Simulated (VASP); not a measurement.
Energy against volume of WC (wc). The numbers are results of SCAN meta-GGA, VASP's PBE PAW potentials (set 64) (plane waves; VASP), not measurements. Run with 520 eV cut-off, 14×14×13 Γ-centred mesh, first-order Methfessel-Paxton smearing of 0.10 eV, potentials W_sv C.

Shape and ions are relaxed at each volume.

```csv
V (Å³/atom),E (eV/atom)
9.711,-39.90582
10.021,-39.94752
10.331,-39.96104
10.641,-39.95048
```

Task: Fit these four points and predict the energy of the run at 10.951 Å³/atom.

Result: A cubic in V^(−2/3), the third-order Birch-Murnaghan form, passes through the four points with V0 = 10.34 Å³/atom and B0 = 412 GPa, and gives -39.9194 eV/atom there. The run gave -39.9194 eV/atom, -0.0 meV/atom from the fit; all five points give B0 = 412 GPa.

The compound is WC in the wc structure. It was relaxed first.
